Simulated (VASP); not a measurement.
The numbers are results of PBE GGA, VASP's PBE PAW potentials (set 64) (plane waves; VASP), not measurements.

A VASP calculation is set up with these files.

### POSCAR
```
PbTe
1
    0.0000000000     3.2300000000     3.2300000000
    3.2300000000     0.0000000000     3.2300000000
    3.2300000000     3.2300000000     0.0000000000
Te Pb
1 1
Direct
  0.5000000000   0.5000000000   0.5000000000
  0.0000000000   0.0000000000   0.0000000000
```

File KPOINTS:
```
kpoints
0
gamma
  7 7 7
```

INCAR:
```
ALGO = Normal
EDIFF = 1E-6
ENCUT = 400
GGA = PE
ISIF = 2
ISMEAR = 0
LASPH = .False.
LCHARG = .False.
LMAXMIX = 4
LREAL = .False.
LWAVE = .False.
NELM = 100
PREC = Accurate
SIGMA = 0.05
SYSTEM = PbTe
```

POTCAR, in this order: Te Pb_d (PBE.64 set). Program: vasp_std.

Output

OUTCAR:
```
 ion  position               nearest neighbor table
   1  0.500  0.500  0.500-   2 3.23   2 3.23   2 3.23   2 3.23   2 3.23   2 3.23
   2  0.000  0.000  0.000-   1 3.23   1 3.23   1 3.23   1 3.23   1 3.23   1 3.23
  LATTYP: Found a face centered cubic cell.
 ALAT       =     6.4600000000
 Subroutine PRICEL returns:
 Original cell was already a primitive cell.
 Subroutine GETGRP returns: Found 48 space group operations
The static configuration has the point symmetry O_h .
The dynamic configuration has the point symmetry O_h .
 Subroutine INISYM returns: Found 48 space group operations
 Subroutine IBZKPT returns following result:
 Found     20 irreducible k-points:

 Following reciprocal coordinates:
            Coordinates               Weight
  0.000000  0.000000  0.000000      1.000000
  0.142857  0.000000  0.000000      8.000000
  0.285714  0.000000  0.000000      8.000000
  0.428571  0.000000  0.000000      8.000000
  0.142857  0.142857  0.000000      6.000000
  0.285714  0.142857  0.000000     24.000000
  0.428571  0.142857  0.000000     24.000000
 -0.428571  0.142857  0.000000     24.000000
 -0.285714  0.142857  0.000000     24.000000
 -0.142857  0.142857  0.000000     12.000000
  0.285714  0.285714  0.000000      6.000000
  0.428571  0.285714  0.000000     24.000000
 -0.428571  0.285714  0.000000     24.000000
 -0.285714  0.285714  0.000000     12.000000
  0.428571  0.428571  0.000000      6.000000
 -0.428571  0.428571  0.000000     12.000000
  0.428571  0.285714  0.142857     24.000000
 -0.428571  0.285714  0.142857     48.000000
 -0.428571  0.428571  0.142857     24.000000
 -0.285714  0.428571  0.142857     24.000000
   k-points           NKPTS =     20   k-points in BZ     NKDIM =     20   number of bands    NBANDS=     14
   number of dos      NEDOS =    301   number of ions     NIONS =      2
   total plane-waves  NPLWV =  27000
   dimension x,y,z NGX =    30 NGY =   30 NGZ =   30
   dimension x,y,z NGXF=    60 NGYF=   60 NGZF=   60
   ions per type =               1   1
   PREC   = accura    normal or accurate (medium, high low for compatibility)
   ISTART =      0    job   : 0-new  1-cont  2-samecut
   ICHARG =      2    charge: 1-file 2-atom 10-const
   ISPIN  =      1    spin polarized calculation?
   LNONCOLLINEAR =      F non collinear calculations
   LSORBIT =      F    spin-orbit coupling
   INIWAV =      1    electr: 0-lowe 1-rand  2-diag
   ENCUT  =  400.0 eV  29.40 Ry    5.42 a.u.   7.45  7.45  7.45*2*pi/ulx,y,z
   NELM   =    100;   NELMIN=  2; NELMDL= -5     # of ELM steps
   EDIFF  = 0.1E-05   stopping-criterion for ELM
   LREAL  =      F    real-space projection
   NLSPLINE    = F    spline interpolate recip. space projectors
   LMAXMIX     =    4 max onsite mixed and CHGCAR
   VOSKOWN=      0    Vosko Wilk Nusair interpolation
   EDIFFG = 0.1E-04   stopping-criterion for IOM
   NSW    =      0    number of steps for IOM
   NBLOCK =      1;   KBLOCK =      1    inner block; outer block
   IBRION =     -1    ionic relax: 0-MD 1-quasi-New 2-CG
   NFREE  =      0    steps in history (QN), initial steepest desc. (CG)
   ISIF   =      2    stress and relaxation
   ISYM   =      2    0-nonsym 1-usesym 2-fastsym
   TEIN   =    0.0    initial temperature
   TEBEG  =    0.0;   TEEND  =   0.0 temperature during run
   SMASS  =  -3.00    Nose mass-parameter (am)
   PSTRESS=    0.0 pullay stress
   NELECT =      20.0000    total number of electrons
   EFERMI =   0.00;   METHOD = LEGACY
   ISMEAR =     0;   SIGMA  =   0.05  broadening in eV -4-tet -1-fermi 0-gaus
   IALGO  =     38    algorithm
   LDIAG  =      T    sub-space diagonalisation (order eigenvalues)
   IMIX   =      4    mixing-type and parameters
     AMIX     =   0.40;   BMIX     =  1.00
     AMIX_MAG =   1.60;   BMIX_MAG =  1.00
...
```

**OSZICAR**
```
       N       E                     dE             d eps       ncg     rms          rms(c)
DAV:   1     0.138551106752E+03    0.13855E+03   -0.81564E+03   560   0.113E+03
DAV:   2     0.195708633349E+01   -0.13659E+03   -0.13381E+03   596   0.304E+02
DAV:   3    -0.740326560801E+01   -0.93604E+01   -0.93314E+01   746   0.895E+01
DAV:   4    -0.761486931413E+01   -0.21160E+00   -0.21155E+00   652   0.167E+01
DAV:   5    -0.762193715602E+01   -0.70678E-02   -0.70678E-02   750   0.255E+00    0.335E+00
DAV:   6    -0.750314519487E+01    0.11879E+00   -0.28440E-01   750   0.432E+00    0.209E+00
DAV:   7    -0.749999353772E+01    0.31517E-02   -0.86858E-02   664   0.168E+00    0.924E-01
DAV:   8    -0.750174555957E+01   -0.17520E-02   -0.97854E-03   614   0.117E+00    0.149E-01
DAV:   9    -0.750170698770E+01    0.38572E-04   -0.11119E-03   836   0.404E-01    0.597E-02
DAV:  10    -0.750174394699E+01   -0.36959E-04   -0.12511E-04   578   0.952E-02    0.206E-02
DAV:  11    -0.750175136459E+01   -0.74176E-05   -0.38934E-05   688   0.579E-02    0.152E-02
DAV:  12    -0.750175127870E+01    0.85889E-07   -0.22075E-06   674   0.119E-02
   1 F= -.75017513E+01 E0= -.75017513E+01  d E =-.159156E-12
```

File OUTCAR:
```
------------------------ aborting loop because EDIFF is reached ----------------------------------------
  FORCE on cell =-STRESS in cart. coord.  units (eV):
  Direction    XX          YY          ZZ          XY          YZ          ZX
  --------------------------------------------------------------------------------------
  Total        0.8786966      0.8786966      0.8786966      0.0000000      0.0000000     -0.0000000
  in kB       20.8887275     20.8887275     20.8887275      0.0000000      0.0000000     -0.0000000
  external PRESSURE =      20.8887275 kB  Pullay stress =       0.0000000 kB
  volume of cell :       67.40
      direct lattice vectors                 reciprocal lattice vectors
     0.000000000  3.230000000  3.230000000    -0.154798762  0.154798762  0.154798762
     3.230000000  0.000000000  3.230000000     0.154798762 -0.154798762  0.154798762
     3.230000000  3.230000000  0.000000000     0.154798762  0.154798762 -0.154798762
  FREE ENERGIE OF THE ION-ELECTRON SYSTEM (eV)
  ---------------------------------------------------
  free  energy   TOTEN  =        -7.5017512787 eV

  energy  without entropy=       -7.5017512787  energy(sigma->0) =       -7.50175128
```
(Selected blocks of OUTCAR.)

The compound is PbTe in the rock salt structure. The cell was not relaxed at this level. The run is one of a series of settings (LASPH = .FALSE. against the base run), some of them coarse on purpose.
